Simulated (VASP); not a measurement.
Input:

```
MgSe
1.0
    0.00000     2.73373     2.73373
    2.73373     0.00000     2.73373
    2.73373     2.73373     0.00000
Mg Se
1 1
Cartesian
  0.00000   0.00000   0.00000
  2.73373   2.73373   2.73373
```

Level of theory: PBE GGA, VASP's PBE PAW potentials (set 64) (plane waves; VASP 6.6.1). Settings: PREC = Normal, 500 eV cut-off, 5×5×5 Γ-centred mesh, Gaussian smearing of 0.010 eV, potentials Mg_sv_GW Se_GW.

Problem. Give the stress tensor in GPa (positive for a compressed cell).

Solution. 
```
1.05  0.00  0.00
0.00  1.05  0.00
0.00  0.00  1.05
```
The pressure is its mean diagonal, 1.05 GPa.

The structure comes from a computed database's MgSe entry (Fm-3m); how it stands against other phases isn't given here. The cell was not relaxed at this level.
